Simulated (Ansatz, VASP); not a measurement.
# PdPt2 (Pt-Pd-Pt stack, (100) layers) in two plane-wave programs

Wanted: the spread between two codes on one cell, functional and k mesh. The cell is taken from a series of runs on this material, whose earlier steps may have relaxed, scaled, displaced or heated it; both programs get it as it stands.

Calculated with Ansatz 0.2.0; plane waves, with VASP 6.6.1 beside it; PBE.

## 1. Starting point

The cell holds 3 atoms: 2 Pt and 1 Pd. Cell: a = 2.672 Å, b = 2.672 Å, c = 31.580 Å, α = 90.0°, β = 90.0°, γ = 90.0°. It derives from PdPt2. Vacuum lies along c.

## 2. Ansatz: zone-centre phonons, PBE

Ansatz runs on its PAW soft_1 files.

Second derivatives magnify differences that forces hide, and they need a tight electronic threshold.

The input, input.yaml:

```yaml
crystal:
  lattice:
    - [2.6717298678, 0.0, 0.0]
    - [0.0, 2.6717298678, 0.0]
    - [0.0, 0.0, 31.5799999848]
  atoms:
    - { symbol: Pt, position: [0.0, 0.0, 0.1704207732] }
    - { symbol: Pd, position: [0.5, 0.5, 0.2357504751] }
    - { symbol: Pt, position: [0.0, 0.0, 0.301080177] }
  periodic: [true, true, false]
kpoints:
  mp_grid: { grid: [6, 6, 1] }
hamiltonian:
  xc: pbe
  pseudopotentials: { kind: paw, azcp: { folder: soft_1 } }
scf:
  occupations: { method: methfessel_paxton, width: 0.2 }
output:
  eigenvalues: true
phonons:
  method: dfpt
  qmesh: [2, 2, 1]
  temperatures: { t_max: 1000, t_step: 50 }
  qpath:
    path: [[0.0, 0.0, 0.0], [0.0, 0.5, 0.0], [0.5, 0.5, 0.0], [0.0, 0.0, 0.0]]
    npoints: 10
```

Command:

```bash
ansatz run input.yaml --threads 4 --pin off --max-ram 12288MiB --backend cpu --events-out ev --progress --plain --runs-dir out
```

Numbers of over 12 decimals in the logs are rounded to 6 here.

The program printed:

```text
Warning: crystal.symmetry: narrowed to the stabiliser of the run's FFT grids — unitary ops 16 → 8. A phonons.method: dfpt run fills in the rows of the dynamical matrix that it does not solve by its symmetry operations, which is exact only for operations that map its FFT grids onto themselves: filled in by any other, the frequencies could depend on the order in which like atoms are typed, or, by more than the grids' own error, on where the crystal sits among the grids' points. Excluded: 8 operations. The run can therefore solve more perturbations, solve them on more k-points, or both, and cost more. [rest of the remark cut]
Engine: ansatz 0.2.0, aarch64-unknown-linux-gnu
Pseudopotentials: kind: paw
Pseudopotential: Pt, paw, valence charge 18, recommended cutoff 420 eV (normal), soft_1/Pt.paw.azcp
Pseudopotential: Pd, paw, valence charge 18, recommended cutoff 420 eV (normal), soft_1/Pd.paw.azcp
Functional definition: PBE
  parameter kappa = 0.804
  parameter beta = 0.066725
  exchange = pbe_x(kappa = kappa, mu = beta*pi^2/3)
  correlation = pbe_c(beta = beta)
Crystal: 3 atoms, lattice volume = 225.422 Å³
Basis set: ecut = 420 eV, 4421 PW (Γ), exchange–correlation on 36×36×432 points (8 copies of the dense FFT grid, shifted against one another)
Bands: 33, of which v1, the nominal top of the filled ones, is band 27 counted from 1 (26 counted from 0)
Symmetry: 16 space group operations
k-points: 10 of 36 (irreducible under 8 space group operations)
Non-local potential: Pt, projectors of the file, l = 0: 3, l = 1: 2, l = 2: 2, l = 3: 1
Non-local potential: Pd, projectors of the file, l = 0: 2, l = 1: 2, l = 2: 2, l = 3: 1
PAW form: soft (Blöchl's): semilocal exchange-correlation on the pseudo side does not see the compensation charge
PAW one-centre angular grid: Pt, 590 points (default); XC on 64 Gauss nodes
PAW one-centre angular grid: Pd, 590 points (default); XC on 64 Gauss nodes
Initial density: superposition of atomic densities (neutral atoms: chi_scale 0, normalization atom)
Initial wavefunctions: pseudopotential atomic-orbital guess
Functional: x = pbe(κ = 0.804, μ = 0.219515), c = pbe(β = 0.066725)
SCF iter   1: F=—  HF=-32024.533734 eV  |F-HF|=—  |Δ(HF+E_count)|=         —  Δρ=9.72e-2  dr2=5.03e1  ethr=3.10e-3  ⟨swp⟩=14.6  Hψ=2466  notcnv=0
preconditioner: auto → LDOS  [metal: Δε(μ)=0.028 eV  Ē_g=7.078 eV  σ=0.200 eV  W_gap=0.12  n_scr=20 (ndim 8)  ℏωp=13.5 eV  f_vac=0.745  D(μ)=6.73/eV (n_scr^D=22)  β→1.0]
SCF iter   2: F=—  HF=-32021.704084 eV  |F-HF|=—  |Δ(HF+E_count)|=    2.83e0  S|Δr|=    0.00e0  Δρ=5.36e-2  dr2=1.32e1  ethr=3.10e-3  ⟨swp⟩=3.1  Hψ=913  notcnv=0  defer=7
SCF iter   3: F=—  HF=-32021.270351 eV  |F-HF|=—  |Δ(HF+E_count)|=   4.34e-1  S|Δr|=    0.00e0  Δρ=3.86e-2  dr2=5.31e0  ethr=3.10e-3  ⟨swp⟩=3.8  Hψ=958  notcnv=0  defer=9
SCF iter   4: F=—  HF=-32020.711292 eV  |F-HF|=—  |Δ(HF+E_count)|=   5.59e-1  S|Δr|=    0.00e0  Δρ=6.99e-3  dr2=3.60e-1  ethr=3.10e-3  ⟨swp⟩=3.0  Hψ=734  notcnv=0  defer=9
SCF iter   5: F=—  HF=-32020.695556 eV  |F-HF|=—  |Δ(HF+E_count)|=   1.57e-2  S|Δr|=    0.00e0  Δρ=3.19e-3  dr2=1.33e-2  ethr=6.66e-4  ⟨swp⟩=2.8  Hψ=666  notcnv=0  defer=9
SCF iter   6: F=—  HF=-32020.697110 eV  |F-HF|=—  |Δ(HF+E_count)|=   1.55e-3  S|Δr|=    0.00e0  Δρ=6.61e-4  dr2=1.37e-3  ethr=2.45e-5  ⟨swp⟩=4.0  Hψ=817  notcnv=0  defer=9
SCF iter   7: F=—  HF=-32020.697368 eV  |F-HF|=—  |Δ(HF+E_count)|=   2.58e-4  S|Δr|=    0.00e0  Δρ=2.50e-4  dr2=1.00e-4  ethr=2.55e-6  ⟨swp⟩=3.1  Hψ=616  notcnv=0  defer=9
SCF iter   8: F=—  HF=-32020.697531 eV  |F-HF|=—  |Δ(HF+E_count)|=   1.63e-4  S|Δr|=    0.00e0  Δρ=5.94e-5  dr2=3.84e-6  ethr=1.86e-7  ⟨swp⟩=3.8  Hψ=811  notcnv=0  defer=9
SCF iter   9: F=—  HF=-32020.697732 eV  |F-HF|=—  |Δ(HF+E_count)|=   2.02e-4  S|Δr|=    0.00e0  Δρ=1.88e-5  dr2=5.73e-7  ethr=7.11e-9  ⟨swp⟩=3.8  Hψ=825  notcnv=0  defer=9
SCF iter  10: F=—  HF=-32020.697732 eV  |F-HF|=—  |Δ(HF+E_count)|=   1.18e-7  S|Δr|=    0.00e0  Δρ=6.29e-6  dr2=9.51e-8  ethr=1.06e-9  ⟨swp⟩=4.2  Hψ=840  notcnv=0  defer=9
SCF iter  11: F=—  HF=-32020.697732 eV  |F-HF|=—  |Δ(HF+E_count)|=   1.10e-7  S|Δr|=    0.00e0  Δρ=1.67e-6  dr2=8.01e-9  ethr=1.76e-10  ⟨swp⟩=2.9  Hψ=574  notcnv=0  defer=9
SCF iter  12: F=—  HF=-32020.697732 eV  |F-HF|=—  |Δ(HF+E_count)|=   2.58e-8  S|Δr|=    0.00e0  Δρ=6.12e-7  dr2=7.88e-10  ethr=1.48e-11  ⟨swp⟩=3.1  Hψ=705  notcnv=0  defer=9
SCF iter  13: F=—  HF=-32020.697732 eV  |F-HF|=—  |Δ(HF+E_count)|=   1.89e-9  S|Δr|=    0.00e0  Δρ=1.86e-7  dr2=9.97e-11  ethr=1.46e-12  ⟨swp⟩=3.3  Hψ=769  notcnv=0  defer=9
SCF iter  14: F=—  HF=-32020.697732 eV  |F-HF|=—  |Δ(HF+E_count)|=   1.51e-9  S|Δr|=    0.00e0  Δρ=5.99e-8  dr2=1.03e-11  ethr=1.00e-12  ⟨swp⟩=1.6  Hψ=363  notcnv=0  defer=9
SCF iter  15: F=-32020.697732 eV  HF=-32020.697732 eV  |F-HF|=5.82e-11  |Δ(HF+E_count)|=  5.78e-10  S|Δr|=    0.00e0  Δρ=3.56e-8  dr2=3.45e-12  ethr=1.00e-12  ⟨swp⟩=22.2  Hψ=2820  notcnv=0
SCF 1 converged in 15 iterations: F = -32020.697732 eV  dr2 = 3.45e-12
  greatest PAW one-centre occupation: 1.000 electrons in one spin orbital (limit 2), on the Pt atom at site 2 (counted from 0), in its partial waves of l = 0
phonons: the bands overlap, so this run is a metal and interpolates without the dipole-dipole term. If the crystal is really an insulator or semiconductor, its LO-TO splitting is missing
NSCF: frozen V_eff on 10 k-points
WARN: eigensolver did not converge (k=2): 1 band(s) unlocked after 2 eigensolves, warm-restarted (20 sweeps on the last) at ethr=2.64e-12 eV (storage-precision floor; scheduled 1.00e-12 eV) (lowest unlocked band 32, counted from 0; max residual 1.03e-3 eV among the unlocked bands, 1.03e-3 eV over every band; other slots of this pass that fall short are told together in one closing line; warning suppressed until the next SCF loop or pass starts)
WARN: eigensolver did not converge in 6 slots of this pass, the one above among them; of largest residual over every band (k=3): 1 band(s) unlocked (lowest unlocked band 32, counted from 0; max residual 4.28e-2 eV among the unlocked bands, 4.28e-2 eV over every band); of lowest unlocked band (k=2): band 32
NSCF: frozen V_eff on 16 k-points
DFPT response loops at q = (0, 0, 0) (fractional): preconditioner auto → none (partly filled bands, converged f_vac=0.745); β = 0.50; Broyden in place of MSR1
NSCF: frozen V_eff on 32 k-points
DFPT response loops at q = (0, -0.5, 0) (fractional): mixed as the last ones told, above
NSCF: frozen V_eff on 32 k-points
DFPT response loops at q = (-0.5, -0.5, 0) (fractional): mixed as the last ones told, above
SCF converged after 15 iterations
Stability not checked: this state was not tested for a lower state beside it, because cold or Methfessel-Paxton smearing, or corrected tetrahedra, fill the levels in a way that the test cannot read (fill_not_monotonic; see scf.lower_state_search)
Free energy (F): -32020.697732 eV
Harris-Foulkes:  -32020.697732 eV  (|F-HF|=5.82e-11)
Internal energy: -32020.668311 eV  (E = F + TS)
E sigma→0 (E₀):  -32020.690377 eV
Entropy (-TS):   -0.029422 eV (-9.807 meV/atom)
Fermi energy:    -5.798716 eV
--- Per-component energies (eV) ---
  E_band       = -1876.021318
  E_kinetic    = 1640.397885
  E_local      = -222993.974314  (includes V_loc(G=0)·N_el)
  E_nonlocal   = 779.209169
  E_hartree    = 110237.725708
  E_xc         = -600.831109
  E_vxc        = -714.597554  (∫ρ·V_xc dr)
  E_paw        = -22778.898937  (= ΣΔE_a)
  E_vpaw       = -1062.510468  (= ΣTr[D̂ρ^β])
  E_aug_tail   = 0.002442  (compensation charges beyond the density's cutoff)
  E_ewald      = 101695.700844
  E_smearing   = -0.029422  (= −TS)
  E_closure    = 0.000000  (closes the sum)
  Σ components = -32020.697732   (vs F -32020.697732, Δ=0.00e0)
--- Band table (eV; the first three rows and the last of 10) ---
  k-point 0: bands = [... 23 lower, -6.5376, -6.4500, -5.9275, -5.5580, -5.5580, -5.4552, -5.3242, -4.0274, ... 2 higher]
  k-point 1: bands = [... 23 lower, -7.1298, -6.6733, -6.2057, -6.0862, -5.7976, -5.4474, -4.5453, -2.1517, ... 2 higher]
  k-point 2: bands = [... 23 lower, -6.9533, -6.5364, -6.2650, -6.2348, -5.7780, -5.7395, -2.8832, 0.2751, ... 2 higher]
  k-point 9: bands = [... 23 lower, -5.8462, -5.2437, -3.9347, -3.9341, -0.9153, -0.9153, 1.8137, 1.8137, ... 2 higher]
--- Phonons (Γ-DFPT): 6 representative perturbations + reference (Σ response iterations 36) ---
  ASR residual: 2.296e-4 → 0.000e0 eV/Å²; symmetrization residual: 4.540e-5 eV/Å²
  The last average, over the group as it would stand without the narrowing to the FFT grids, took up to 1.384e-5 eV/Å² of the zone centre's force constants
  ASR residual per site (eV/Å²): 1.13e-4 2.30e-4 1.15e-4
  Γ frequencies (cm⁻¹): 0.00 0.00 0.00 41.23 41.23 89.05 125.06 125.06 185.14
--- Phonons (arbitrary-q DFPT): 3 irreducible q on the 2×2×1 mesh ---
  q = [0.0000, 0.0000, 0.0000] (star 1, of the zone-centre solve; hermiticity 8.62e-6, symmetrization 2.21e-12, taken by the last average 1.31e-6): -0.00 0.00 0.00 41.23 41.23 89.05 125.06 125.06 185.14
  q = [0.0000, -0.5000, 0.0000] (star 2, 9 solved perturbations on 16 of 36 k-point pairs; hermiticity 1.93e-6, symmetrization 5.84e-10, taken by the last average 6.03e-7): 53.51 70.42 90.45 92.74 107.65 108.34 145.13 184.76 246.55
  q = [-0.5000, -0.5000, 0.0000] (star 1, 6 solved perturbations in 78 linear systems a pass and spin channel, the states on 16 of 36 k-point pairs; hermiticity 3.81e-6, symmetrization 5.28e-10, taken by the last average 6.43e-7): -32.14 104.42 104.42 117.03 140.31 141.48 141.48 239.29 239.29
  sum rule: each row above includes the acoustic sum rule's correction from the zone centre's row sums; it moved no ω² by more than (0.77 cm⁻¹)²
  mesh force constants: q→R imaginary residual 9.48e-18; ASR residual 2.296e-4 → 0.000e0 eV/Å²; symmetrization residual 1.243e-14 eV/Å²
  interpolated dispersion: 31 rows × 9 modes
  density of states and harmonic sums: on the 24×24×1 q-mesh, interpolated from the force constants of a 2×2×1 supercell (no non-analytic term)
  largest difference from the sums on the solved wave vectors: F 1.85e-1 eV, S 2.61e-4 and C_V 7.60e-5 eV/K
  zero-point energy: 0.065840 eV/cell   skipped modes (ω ≤ 0): 16, of them read as no rigid motion or as one in doubt: 13 (1.128e-1 modes/cell left out, lowest -32.14 cm⁻¹)   left out of the sums: 1.31e-2 of the cell's modes: C_V's classical limit lies that fraction below 3 k_B per atom; for a crystal, a wire or a layer, F and S can be off by more, and a phonons.interpolated_qmesh denser along its periods is the remedy for the sampling
```

In the SCF lines HF is the Harris–Foulkes energy and dr2 the Hartree energy of the density residual, in eV; the loop may stop once dr2 is under the threshold and the program's other checks hold. Hψ counts applications of the Hamiltonian.

(Continued in part 2 of 2.)

[Lines on the potential files, build, host, timing and source positions are cut from VASP's logs without a mark.]

[Logs are printed without paths, hosts, clocks, repeated set-up lines and the standing remarks that a program may print on its own settings, such as how far it seeks lower states.]

[Hosts, paths, dates, database ids (printed as entryN), source tags and the programs' standing remarks are cut or masked in the printed files.]
